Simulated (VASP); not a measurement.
Input of a VASP 6.6.1 run:

The input INCAR:

```
SYSTEM = HfIn4SiO6
ALGO = Normal
EDIFF = 1E-6
EDIFFG = -0.01
ENCUT = 600
GGA = CA
IBRION = 2
ISIF = 3
ISMEAR = -1
KPAR = 4
LASPH = .True.
LCHARG = .False.
LREAL = .False.
LWAVE = .False.
NELM = 100
NSW = 40
PREC = Accurate
SIGMA = 0.05
```

KPOINTS

```
k-points
0
Gamma
  6 6 4
  0 0 0
```

POSCAR

```
HfIn4SiO6
1.0
    2.7160300000     -4.7033200000      0.0044800000
    2.7160300000      4.7033200000      0.0044800000
   -1.8630900000      0.0000000000      7.4041500000
Hf In Si O
1 4 1 6
Direct
    0.2048000000      0.7952000000      0.0000000000
    0.3713900000      0.6286100000      0.5000000000
    0.5381200000      0.4618800000      0.0000000000
    0.0350000000      0.9650000000      0.5000000000
    0.7090700000      0.2909300000      0.5000000000
    0.8714600000      0.1285400000      0.0000000000
    0.1074100000      0.0691800000      0.8666700000
    0.9308200000      0.8925900000      0.1333300000
    0.8397500000      0.3782000000      0.8666900000
    0.6218000000      0.1602500000      0.1333100000
    0.1981300000      0.4689100000      0.1333800000
    0.5310900000      0.8018700000      0.8666200000
```

Potentials or basis: VASP PAW LDA potentials, release 64 (Hf_pv, In_d, Si, O).

Run with:

```sh
$ cat potpaw_LDA.64/Hf_pv/POTCAR potpaw_LDA.64/In_d/POTCAR potpaw_LDA.64/Si/POTCAR potpaw_LDA.64/O/POTCAR > POTCAR
$ mpirun -np 4 vasp_std > vasp.out
```

Problem. Predict the band gap on the k mesh.

Solution. None (metal or under the smearing width).

Problem. Predict the space group after relaxing (to 0.05 Å).

Solution. C2 (No. 5).

Forces in eV/Å, atoms in the order of the input:
```
Hf   0.000  0.002  0.000
In   0.000 -0.002  0.000
In   0.000 -0.001  0.000
In   0.000  0.003  0.000
In   0.000 -0.001  0.000
Si   0.000 -0.002  0.000
O   -0.007  0.000 -0.004
O    0.007  0.000  0.004
O   -0.003 -0.001 -0.004
O    0.003 -0.001  0.004
O   -0.003  0.001  0.006
O    0.003  0.001 -0.006
```

The run has no spin-orbit coupling, so splittings on Hf are missing.
